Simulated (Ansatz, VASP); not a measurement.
## One calculation of BIr, two programs

INCAR

```
SYSTEM = BIr
PREC     = Accurate       ! precision mode
ENCUT    = 520            ! plane-wave cutoff, eV
EDIFF    = 1E-6           ! SCF threshold, eV
ISMEAR   = 0              ! smearing method
SIGMA    = 0.15           ! smearing width, eV
LREAL    = .False.        ! projectors in reciprocal space
LASPH    = .True.         ! aspherical terms in the spheres
NELM     = 80             ! most SCF steps
ALGO     = Normal         ! electronic algorithm
ISIF     = 2              ! what is computed and relaxed
LWAVE    = .False.        ! write WAVECAR
LCHARG   = .False.        ! write CHGCAR
GGA      = CA             ! functional
NBANDS   = 13             ! bands
```

File KPOINTS:

```
Automatic mesh
0
Gamma
  18 18 18
  0 0 0
```

POSCAR

```
BIr
1.0
    3.0421080792      0.0000000000      0.0000000000
   -1.5210540396      2.6345428776      0.0000000000
    0.0000000000      0.0000000000      2.5678236945
B Ir
1 1
Direct
    0.3333333333      0.6666666667      0.5000000000
    0.0000000000      0.0000000000      0.0000000000
```

Input for Ansatz:

```yaml
crystal:
  lattice:
    - [3.0421080792, 0.0, 0.0]
    - [-1.5210540396, 2.6345428776, 0.0]
    - [0.0, 0.0, 2.5678236945]
  atoms:
    - { symbol: B, position: [0.3333333333, 0.6666666667, 0.5] }
    - { symbol: Ir, position: [0.0, 0.0, 0.0] }
basis:
  ecutwfc: 420
kpoints:
  mp_grid: { grid: [18, 18, 18] }
hamiltonian:
  xc: lda
scf:
  occupations: { method: gaussian, width: 0.15 }
output:
  forces: true
  stress: true
  eigenvalues: true
```

Change from the starting cell: strain -0.0500 x Voigt [0, 0, 1, 0, 0, 0], atoms carried along.

Alike in both runs: task single point; functional LDA; k mesh 18 × 18 × 18; occupations gaussian, width 0.15 eV; no spin polarisation.

|  | VASP | Ansatz |
| --- | --- | --- |
| version | VASP 6.6.1 | Ansatz 0.2.0 |
| potentials or method | VASP PAW LDA potentials, release 64 (B, Ir) | scalar-relativistic, plane waves, PAW |
| plane-wave cutoff (eV) | 520 | 420 |
| valence electrons in the cell | 12 | 20 |

VASP gave:

| Property | Result |
| --- | --- |
| gap on the k mesh at the Fermi level (eV) | none |
| pressure (GPa) | 14.4 |
| largest component of the traceless stress (GPa) | 24.85 |

Q: Estimate Ansatz's values.

A: gap on the k mesh at the Fermi level (eV): none; pressure (GPa): 11.6; largest component of the traceless stress (GPa): 24.28.

A gap of «none» marks a metal or a gap that the smearing closes. The two sets of potentials don't hold the same shells in valence.

Spin-orbit coupling is left out, which matters for the levels of Ir.
